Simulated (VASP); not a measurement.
Output of a VASP run:

File OSZICAR:
```
       N       E                     dE             d eps       ncg     rms          rms(c)
DAV:   1     0.894043579846E+02    0.89404E+02   -0.93507E+03   910   0.178E+03
DAV:   2    -0.182181545960E+01   -0.91226E+02   -0.87347E+02   985   0.295E+02
DAV:   3    -0.742654342499E+01   -0.56047E+01   -0.55808E+01  1145   0.751E+01
DAV:   4    -0.749283537773E+01   -0.66292E-01   -0.66273E-01  1000   0.841E+00
DAV:   5    -0.749375257734E+01   -0.91720E-03   -0.91717E-03  1135   0.101E+00    0.116E+01
DAV:   6    -0.702066823661E+01    0.47308E+00   -0.12704E+00  1108   0.488E+01    0.846E+00
DAV:   7    -0.699419594137E+01    0.26472E-01   -0.57894E-01   945   0.925E+00    0.387E+00
DAV:   8    -0.698914700239E+01    0.50489E-02   -0.10267E-02  1182   0.177E+00    0.101E+00
DAV:   9    -0.698816510944E+01    0.98189E-03   -0.22886E-03  1040   0.690E-01    0.113E-01
DAV:  10    -0.698816711609E+01   -0.20066E-05   -0.20873E-04  1063   0.205E-01    0.966E-02
DAV:  11    -0.698819112494E+01   -0.24009E-04   -0.33922E-05   955   0.798E-02    0.434E-02
DAV:  12    -0.698819030447E+01    0.82047E-06   -0.11060E-05  1395   0.950E-02    0.107E-02
DAV:  13    -0.698819020619E+01    0.98282E-07   -0.12358E-06   545   0.147E-02
   1 F= -.12515893E+01 E0= -.12515893E+01  d E =-.125159E+01
```

OUTCAR:
```
------------------------ aborting loop because EDIFF is reached ----------------------------------------
  FORCE on cell =-STRESS in cart. coord.  units (eV):
  Direction    XX          YY          ZZ          XY          YZ          ZX
  --------------------------------------------------------------------------------------
  Total        5.7268961      5.7268961      5.7268961      0.0000000      0.0000000      0.0000000
  in kB      299.4924795    299.4924795    299.4924795      0.0000000      0.0000000      0.0000000
  external PRESSURE =      -0.5075205 kB  Pullay stress =     300.0000000 kB
  volume of cell :       30.64
      direct lattice vectors                 reciprocal lattice vectors
     0.000000000  2.483540939  2.483540939    -0.201325451  0.201325451  0.201325451
     2.483540939  0.000000000  2.483540939     0.201325451 -0.201325451  0.201325451
     2.483540939  2.483540939  0.000000000     0.201325451  0.201325451 -0.201325451
  FREE ENERGIE OF THE ION-ELECTRON SYSTEM (eV)
  ---------------------------------------------------
  free  energy   TOTEN  =        -6.9881902062 eV

  energy  without entropy=       -6.9881902062  energy(sigma->0) =       -6.98819021
  enthalpy is  TOTEN    =        -1.2515892878 eV   P V=        5.7366009184

 reached required accuracy - stopping structural energy minimisation
```
(Selected blocks of OUTCAR.)

### POSCAR
```
ZnS
1
    0.0000000000     2.4835409391     2.4835409391
    2.4835409391     0.0000000000     2.4835409391
    2.4835409391     2.4835409391     0.0000000000
Zn S
1 1
Direct
  1.0000000000   0.0000000000   1.0000000000
  0.2500000000   0.2500000000   0.2500000000
```

Write an INCAR and KPOINTS that could have produced this output.

This is not unique; one that fits is the input of the run itself, PBEsol GGA, plane waves, VASP's PBE PAW potentials (set 64).

**INCAR**
```
SYSTEM = ZnS
PREC = Accurate
ENCUT = 500
EDIFF = 1E-6
NELM = 100
ALGO = Normal
LREAL = .FALSE.
LASPH = .TRUE.
ISMEAR = 0
SIGMA = 0.05
GGA = PS
LMAXMIX = 4
LWAVE = .FALSE.
LCHARG = .FALSE.
IBRION = 2
ISIF = 3
NSW = 40
EDIFFG = -0.02
PSTRESS = 300
```

File KPOINTS:
```
Automatic mesh
0
Gamma
9 9 9
0 0 0
```

POTCAR, in this order: Zn S (PBE.64 set). Program: vasp_std.

The compound is ZnS in the zinc blende structure. It was relaxed first under an external pressure of 30 GPa.
